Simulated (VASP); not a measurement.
```yaml
crystal:
  lattice:
    - [0.00000, 4.14593, 4.29231]
    - [2.40600, 0.00000, 4.29231]
    - [2.40600, 4.14593, 0.00000]
  atoms:
    - { symbol: Ti, position: [0.50000, 0.50000, 0.50000] }
    - { symbol: Ti, position: [0.75000, 0.75000, 0.75000] }
    - { symbol: Si, position: [0.83743, 0.16257, 0.83743] }
    - { symbol: Si, position: [0.16257, 0.83743, 0.16257] }
    - { symbol: Si, position: [0.41257, 0.08743, 0.41257] }
    - { symbol: Si, position: [0.08743, 0.41257, 0.08743] }
```

Method: PBE GGA, VASP's PBE PAW potentials (set 64) (plane waves; VASP 6.6.1). Numerical set-up: 300 eV cut-off, 7×7×7 Γ-centred mesh, Gaussian smearing of 0.27 eV, potentials Ti_sv Si.

At this cut-off the stress carries a Pulay error, which pulls relaxed volumes low.

Problem. Give the stress tensor in GPa (positive for a compressed cell).

Solution. 
```
-1.05   0.00   0.00
 0.00  -1.71   0.00
 0.00   0.00  -0.68
```
The pressure is its mean diagonal, -1.15 GPa.

The structure comes from a computed database's TiSi2 entry; how it stands against other phases isn't given here. The cell was not relaxed at this level.
